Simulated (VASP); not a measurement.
Write the native input for VASP 6.6.1 that does the following.

```
Task                   : single point
Functional             : PBE
Potentials or basis    : VASP PAW PBE potentials, release 64 (Ir)
Cutoff                 : 520 eV
k mesh                 : 18 × 18 × 18
Occupations            : gaussian, width 0.1 eV
Spin                   : no spin polarisation
Further INCAR settings : ALGO = Fast; EDIFF = 1e-07
```

The structure of Ir lies in POSCAR:

```
Ir                                      
1.0
    0.0000000000      1.9925983842      1.9925983842
    1.9925983842      0.0000000000      1.9925983842
    1.9925983842      1.9925983842      0.0000000000
  Ir            
     1
Direct
     0.0000000000000000    0.0000000000000000    0.0000000000000000
```

The cell isn't the ideal one: a relaxed cell with its volume scaled by 1.09.

The input as run:

INCAR

```
PREC = Accurate
ENCUT = 520
EDIFF = 1E-7
ISMEAR = 0
SIGMA = 0.1
LREAL = False
LASPH = True
NELM = 100
ALGO = Fast
ISIF = 2
LWAVE = False
LCHARG = False
GGA = PE
```

KPOINTS

```
regular mesh
0
Gamma
  18 18 18
```

Potentials or basis: VASP PAW PBE potentials, release 64 (Ir).

Launch:

```sh
$ cat potpaw_PBE.64/Ir/POTCAR > POTCAR
$ mpirun -np 1 vasp_std > vasp.out
```

It gave:

| Property | Result |
| --- | --- |
| Pressure | -24.0 GPa |
| Band gap on the k mesh | none (metal or under the smearing width) |

Caveat: so large a pressure means that the cell lies far from this level's equilibrium, or that cutoff or potentials fall short.

Run time: 18 s on 1 thread of Intel(R) Xeon(R) 6975P-C (Granite Rapids) (shared host), peak memory 0.16 GiB.
